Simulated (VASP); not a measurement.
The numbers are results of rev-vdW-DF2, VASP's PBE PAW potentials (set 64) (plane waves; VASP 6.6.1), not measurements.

A VASP calculation is set up with these files.

POSCAR:
```
BN
1
    1.2427680215    -2.1525377434     0.0000000000
    1.2427680215     2.1525377434     0.0000000000
    0.0000000000     0.0000000000     6.4705912561
B N
2 2
Direct
  0.3333330000   0.6666670000   0.2500000000
  0.6666670000   0.3333330000   0.7500000000
  0.6666670000   0.3333330000   0.2500000000
  0.3333330000   0.6666670000   0.7500000000
```

File KPOINTS:
```
Regular mesh
0
gamma
 10 10 4
```

**INCAR**
```
EDIFF = 1E-7   # SCF stop (eV)
LCHARG = .FALSE.
LASPH = .TRUE.   # aspherical one-centre terms
ALGO = Normal
PARAM2 = 0.7114
LREAL = .FALSE.
SIGMA = 0.05
IBRION = 2
PARAM1 = 0.1234568
NSW = 30   # most ionic steps
LWAVE = .FALSE.
ENCUT = 520
SYSTEM = BN
ZAB_VDW = -1.8867
GGA = MK
ISMEAR = 0   # Gaussian
ISIF = 4
LUSE_VDW = .TRUE.
PREC = Accurate
AGGAC = 0.0
EDIFFG = -0.01
NELM = 100   # most electronic steps
```

POTCAR, in this order: B N (PBE.64 set). Program: vasp_std.

Question: What does the run give for the energy per atom (σ→0)?

Answer: 
```
Item                           Result
---------------------  --------------
energy per atom (σ→0)  -7.976 eV/atom
```

**OSZICAR**
```
...
       N       E                     dE             d eps       ncg     rms          rms(c)
DAV:   1    -0.319043233817E+02   -0.33874E-03   -0.11601E-02  1016   0.972E-01    0.687E-02
DAV:   2    -0.319041525211E+02    0.17086E-03   -0.19515E-04  1236   0.123E-01    0.386E-02
DAV:   3    -0.319040801934E+02    0.72328E-04   -0.14634E-04  1240   0.910E-02    0.892E-03
DAV:   4    -0.319040790924E+02    0.11010E-05   -0.65656E-06  1260   0.242E-02    0.266E-03
DAV:   5    -0.319040790428E+02    0.49630E-07   -0.17020E-06  1212   0.111E-02    0.225E-03
DAV:   6    -0.319040789642E+02    0.78603E-07   -0.33943E-07  1136   0.521E-03
   3 F= -.31904079E+02 E0= -.31904079E+02  d E =-.227912E-01
```

The compound is BN in the hex structure. This cell is one point of a volume scan, at 0.97 of the reference volume. Symmetry was kept, so distortions that lower it aren't found.
